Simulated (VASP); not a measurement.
A convergence study with VASP on Br (space group Cmce): one setting is varied, all else stays as given below, so the limit is that of these other settings.

```
Br
1.0
    2.23328    -3.32499     0.00000
    2.23328     3.32499     0.00000
    0.00000     0.00000     8.69384
Br
4
Direct
  0.86100   0.86100   0.88900
  0.63900   0.63900   0.38900
  0.36100   0.36100   0.61100
  0.13900   0.13900   0.11100
```

Calculation: PBE GGA, VASP's PBE PAW potentials (set 64) (plane waves; VASP). The tightest run used: 450 eV cut-off, 7×7×3 Γ-centred mesh, Gaussian smearing of 0.010 eV, potentials Br.

| setting | mean ε∞ | highest Γ mode (cm⁻¹) | plane waves |
|---|---|---|---|
| ENCUT = 150 | 5.55 | 322.1 | 552 |
| ENCUT = 180 | 5.52 | 309.9 | 723 |
| ENCUT = 210 | 5.50 | 309.3 | 907 |

Task: These are the cheaper rows. Estimate the results at ENCUT = 450, and how far the last row shown lies from them.

Result: 
| quantity | tightest run | last row shown is off by |
|---|---|---|
| mean ε∞ | 5.49 | 0.01 |
| highest Γ mode (cm⁻¹) | 310.5 | -1.2 |

Left out are rungs that failed or repeat a setting and relaxations that didn't move; long series are thinned to 24 rows.

The structure is a typed Br crystal (space group no. 64). The cell was not relaxed at this level, forces remain on its atoms.
